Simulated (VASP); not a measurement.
Input:

```
CELL_PARAMETERS angstrom
     -1.60817     1.60817     3.93391
      1.60817    -1.60817     3.93391
      1.60817     1.60817    -3.93391
ATOMIC_POSITIONS crystal
  Si 0.66490 0.66490 0.00000
  Si 0.33510 0.33510 0.00000
  Mo 0.00000 0.00000 0.00000
```

The numbers are results of PBE GGA, VASP's PBE PAW potentials (set 64) (plane waves; VASP), not measurements. Settings: 480 eV cut-off, 12×12×12 Γ-centred mesh, first-order Methfessel-Paxton smearing of 0.10 eV, potentials Si Mo_sv.

**Question.** Predict the energy per atom (σ→0), band gap (on the k-mesh) with the smallest direct gap where there is one.

**Answer.** 
- band gap (on the k-mesh): none (metal, semimetal or under 0.01 eV)
- energy per atom (σ→0): -7.753 eV/atom

The absolute energy has meaning only against runs of the same code, potentials and settings.

The compound is MoSi2 in the MoSi2 type structure. It was relaxed first.
